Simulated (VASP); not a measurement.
Input:

```xyz
1
Lattice="-1.5786 1.5786 1.5786 1.5786 -1.5786 1.5786 1.5786 1.5786 -1.5786" Properties=species:S:1:pos:R:3 pbc="T T T"
W      0.0000     0.0000     0.0000
```

Method: PBEsol GGA, VASP's PBE PAW potentials (set 64) (plane waves; VASP). Run with 480 eV cut-off, 16×16×16 Γ-centred mesh, first-order Methfessel-Paxton smearing of 0.10 eV, potentials W_sv.

Unless said otherwise, spin-orbit coupling is left out, though it shifts the bands of the heavy elements here.

**Question.** Predict the energy per atom (σ→0), band gap (on the k-mesh) with the smallest direct gap where there is one.

**Answer.** 
The band gap (on the k-mesh) is none (metal, semimetal or under 0.01 eV) and the energy per atom (σ→0) is -13.808 eV/atom.

The absolute energy has meaning only against runs of the same code, potentials and settings.

The compound is W in the bcc structure. It was relaxed first.
